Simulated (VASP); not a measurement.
Consider the following.

```xyz
3
Lattice="0.0000 3.2650 3.2650 3.2650 0.0000 3.2650 3.2650 3.2650 0.0000" Properties=species:S:1:pos:R:3 pbc="T T T"
Mg     1.6325     1.6325     1.6325
Mg     4.8976     4.8976     4.8976
Si     0.0000     0.0000     0.0000
```

The numbers are results of revPBE GGA, VASP's PBE PAW potentials (set 64) (plane waves; VASP), not measurements. Settings: 520 eV cut-off, 6×6×6 Γ-centred mesh, Gaussian smearing of 0.050 eV, potentials Mg Si.

Q: What does the run give for the energy per atom (σ→0), pressure, band gap (on the k-mesh) with the smallest direct gap where there is one?

A: 
The band gap (on the k-mesh) is 0.32 eV, the smallest direct gap (on the k-mesh) is 1.48 eV and the energy per atom (σ→0) is -2.783 eV/atom. The pressure comes out as -2.82 GPa.

The absolute energy has meaning only against runs of the same code, potentials and settings.

The compound is Mg2Si in the antifluorite structure. This cell is one point of a volume scan, at 1.06 of the reference volume.
